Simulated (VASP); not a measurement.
A VASP calculation is set up with these files.

File POSCAR:
```
CdF2
1
   -0.0000000000     2.6960285767     2.6960285767
    2.6960285767     0.0000000000     2.6960285767
    2.6960285767     2.6960285767    -0.0000000000
Cd F
1 2
Direct
  0.0000000000   1.0000000000   1.0000000000
  0.2500000000   0.2500000000   0.2500000000
  0.7500000000   0.7500000000   0.7500000000
```

INCAR:
```
# general
SYSTEM   =  CdF2
PREC     =  Accurate
ENCUT    =  620
LREAL    =  .FALSE.
LASPH    =  .TRUE.

# electronic loop
EDIFF    =  1E-6
NELM     =  100
ALGO     =  Normal
LMAXMIX  =  4

# smearing
ISMEAR   =  0
SIGMA    =  0.05

# functional
GGA      =  PS

# ions
IBRION   =  2
NSW      =  40
ISIF     =  3
EDIFFG   =  -0.02

# output
LWAVE    =  .FALSE.
LCHARG   =  .FALSE.
```

**KPOINTS**
```
Automatic
0
G
  7 7 7
```

POTCAR, in this order: Cd F (PBE.64 set). Program: vasp_std.

Q: Translate this PBEsol calculation to Quantum ESPRESSO's pw.x.

A: One equivalent input (not run):
```
&CONTROL
  calculation = 'vc-relax'
  pseudo_dir = './pseudo'
  outdir = './out'
  tprnfor = .true.
  tstress = .true.
  nstep = 40
  forc_conv_thr = 0.00078
/
&SYSTEM
  ibrav = 0
  nat = 3
  ntyp = 2
  ecutwfc = 102
  occupations = 'smearing'
  smearing = 'gaussian'
  degauss = 0.003675
  input_dft = 'pbesol'
/
&ELECTRONS
  conv_thr = 7.3e-08
  electron_maxstep = 100
/
&IONS
/
&CELL
/
ATOMIC_SPECIES
  Cd 112.414 Cd.upf
  F 18.998 F.upf
CELL_PARAMETERS angstrom
    -0.0000000    2.6960286    2.6960286
     2.6960286    0.0000000    2.6960286
     2.6960286    2.6960286   -0.0000000
ATOMIC_POSITIONS crystal
  Cd   0.0000000  1.0000000  1.0000000
  F    0.2500000  0.2500000  0.2500000
  F    0.7500000  0.7500000  0.7500000
K_POINTS automatic
  7 7 7 0 0 0
```
The two are equivalent in intent, not identical: the potentials are each code's own (VASP's PAW set, PseudoDojo norm-conserving files in pw.x), so ENCUT and ecutwfc are chosen apart and not converted; conv_thr bounds pw.x's estimated SCF error, while EDIFF bounds the energy change between steps; forc_conv_thr acts on force components and is met together with etot_conv_thr.

The compound is CdF2 in the fluorite structure. It was relaxed first.
